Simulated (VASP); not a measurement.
Data:

```
HgS
1.0
    0.00000     3.03066     3.03066
    3.03066     0.00000     3.03066
    3.03066     3.03066     0.00000
Hg S
1 1
Direct
  0.00000   0.00000   0.00000
  0.25000   0.25000   0.25000
```

Computed with revPBE GGA, VASP's PBE PAW potentials (set 64) (plane waves; VASP). Run with 520 eV cut-off, 12×12×12 Γ-centred mesh, tetrahedra with Blöchl corrections, potentials Hg S.

Unless said otherwise, spin-orbit coupling is left out, though it shifts the bands of the heavy elements here.

Problem. Predict the energy per atom (σ→0), band gap (on the k-mesh) with the smallest direct gap where there is one.

Solution. 
The band gap (on the k-mesh) is none (metal, semimetal or under 0.01 eV) and the energy per atom (σ→0) comes out as -1.967 eV/atom.

Only differences to runs with the same potentials and settings are physical.

The compound is HgS in the zinc blende structure, metacinnabar; cinnabar is the stable form. It was relaxed first, which changed the volume by +11 %.
